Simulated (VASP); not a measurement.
# B2C: density of states with PBE

B2C:

```xyz
6
Lattice="-1.3695 1.3695 5.8872 1.3695 -1.3695 5.8872 1.3695 1.3695 -5.8872" Properties=species:S:1:pos:R:3 pbc="T T T"
B     1.3695    0.0000    5.1229
B     1.3695    0.0000    0.7643
B     0.0000    0.0000    3.7079
B     0.0000    0.0000    8.0665
C     0.0000    0.0000    0.0000
C     0.0000    1.3695    2.9436
```

The cell was built by a generator and needn't be a form met in nature.

| Item | Value |
| --- | --- |
| Program | VASP 6.6.1 |
| Task | density of states |
| Functional | PBE |
| Potentials or basis | VASP PAW PBE potentials, release 64 (B, C) |
| Cutoff | 520 eV |
| k mesh | 16 × 16 × 16 |
| Occupations | gaussian, width 0.1 eV |
| Spin | no spin polarisation |
| k mesh for the DOS | 24 × 24 × 24 |
| Occupations for the DOS | tetrahedron |
| Further INCAR settings | ALGO = Normal; EDIFF = 1e-06; NBANDS = 19 |

| Item | Value |
| --- | --- |
| Valence electrons inside the program's atomic spheres | B 1.91; C 2.63 |

Levels at points of the mesh, in eV from the Fermi level:
| k point | band 7 | band 8 | band 9 | band 10 | band 11 | band 12 | band 13 | band 14 |
| --- | --- | --- | --- | --- | --- | --- | --- | --- |
| (0.00, 0.00, 0.00) | -2.90 | -2.90 | -2.45 | 3.52 | 4.67 | 4.67 | 5.59 | 6.53 |
| (0.50, 0.00, 0.00) | -2.80 | -1.84 | -1.75 | -0.40 | 1.14 | 3.55 | 8.45 | 8.45 |
| (0.50, 0.50, 0.00) | -4.03 | -4.03 | -3.74 | -3.74 | -1.62 | -1.62 | 5.33 | 5.33 |
| (0.50, 0.50, 0.50) | -2.36 | -2.36 | 1.49 | 1.49 | 3.86 | 3.86 | 6.09 | 6.09 |

States per cell in windows of 1 eV (zero at the Fermi level; states under -8 eV left out):
| from (eV) | total | C5_p | C6_p | B1_p | B2_p | B3_p | B4_p |
| --- | --- | --- | --- | --- | --- | --- | --- |
| -8.0 | 1.48 | 0.12 | 0.12 | 0.07 | 0.07 | 0.07 | 0.07 |
| -7.0 | 1.49 | 0.15 | 0.15 | 0.06 | 0.06 | 0.06 | 0.06 |
| -6.0 | 1.60 | 0.18 | 0.18 | 0.09 | 0.09 | 0.09 | 0.09 |
| -5.0 | 1.81 | 0.23 | 0.23 | 0.11 | 0.11 | 0.11 | 0.11 |
| -4.0 | 2.58 | 0.35 | 0.35 | 0.20 | 0.20 | 0.20 | 0.20 |
| -3.0 | 2.43 | 0.34 | 0.34 | 0.21 | 0.21 | 0.21 | 0.21 |
| -2.0 | 1.38 | 0.14 | 0.14 | 0.14 | 0.14 | 0.14 | 0.14 |
| -1.0 | 1.29 | 0.10 | 0.10 | 0.14 | 0.14 | 0.14 | 0.14 |
| 0.0 | 1.26 | 0.11 | 0.11 | 0.14 | 0.14 | 0.14 | 0.14 |
| 1.0 | 0.90 | 0.06 | 0.06 | 0.11 | 0.11 | 0.11 | 0.11 |
| 2.0 | 0.75 | 0.04 | 0.04 | 0.10 | 0.10 | 0.10 | 0.10 |
| 3.0 | 0.89 | 0.02 | 0.02 | 0.13 | 0.13 | 0.13 | 0.13 |
| 4.0 | 0.20 | 0.00 | 0.00 | 0.03 | 0.03 | 0.03 | 0.03 |
| 5.0 | 0.44 | 0.00 | 0.00 | 0.04 | 0.04 | 0.04 | 0.04 |
| 6.0 | 0.75 | 0.01 | 0.01 | 0.06 | 0.06 | 0.06 | 0.06 |
| 7.0 | 1.50 | 0.02 | 0.02 | 0.13 | 0.13 | 0.13 | 0.13 |

It took 7.6 min on 4 MPI ranks on AMD EPYC 9R45 (Zen 5), on a shared host, peak memory 0.81 GiB a rank.
